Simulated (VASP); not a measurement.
Input:

```yaml
crystal:
  lattice:
    - [0.00000, 2.35917, 2.35917]
    - [2.35917, 0.00000, 2.35917]
    - [2.35917, 2.35917, 0.00000]
  atoms:
    - { symbol: Pt, position: [0.00000, 0.00000, 0.00000] }
    - { symbol: C, position: [0.25000, 0.25000, 0.25000] }
```

Calculation: PBE GGA, VASP's PBE PAW potentials (set 64) (plane waves; VASP). Run with 520 eV cut-off, 12×12×12 Γ-centred mesh, first-order Methfessel-Paxton smearing of 0.10 eV, potentials Pt C.

Unless said otherwise, spin-orbit coupling is left out, though it shifts the bands of the heavy elements here.

What does the run give for the energy per atom (σ→0), band gap (on the k-mesh) with the smallest direct gap where there is one?

| Quantity | Result |
|---|---|
| band gap (on the k-mesh) | none (metal, semimetal or under 0.01 eV) |
| energy per atom (σ→0) | -6772 meV/atom |

Only differences to runs with the same potentials and settings are physical.

The structure was generated: PtC was put into the zinc blende type (F-43m), which need not be its known phase. It was relaxed first, which changed the volume by -10 %. The start is the result of an earlier pass.
